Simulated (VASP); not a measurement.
Data:

```
TiN
1.0
    0.00000     2.49480     2.49480
    2.49480     0.00000     2.49480
    2.49480     2.49480     0.00000
Ti N
1 1
Direct
  0.00000   0.00000   0.00000
  0.50000   0.50000   0.50000
```

Computed with PBE GGA, VASP's PBE PAW potentials (set 64) (plane waves; VASP). Numerical set-up: 520 eV cut-off, 11×11×11 Γ-centred mesh, first-order Methfessel-Paxton smearing of 0.10 eV, potentials Ti_sv N.

Energy and stress use the plane-wave basis of the starting cell.

Q: The ions, cell shape and volume are relaxed. Give the cell that the relaxation ends in.

A: 
```
TiN
1.0
    0.00000     2.12470     2.12470
    2.12470     0.00000     2.12470
    2.12470     2.12470     0.00000
Ti N
1 1
Direct
  0.00000   0.00000   0.00000
  0.50000   0.50000   0.50000
```
Space group Fm-3m (225), at a tolerance of 0.03 Å.

Q: How do energy and volume change from the first to the last step?

A: The energy (σ→0) changes by -1336.8 meV/atom and the volume by -38.2 %, in 7 ionic steps.

The structure was generated: TiN was put into the rock salt type (Fm-3m), which need not be its known phase. This run relaxes it. Symmetry was kept, so distortions that lower it aren't found. The electron count is odd and the run is not spin-polarised, which forces a metal.
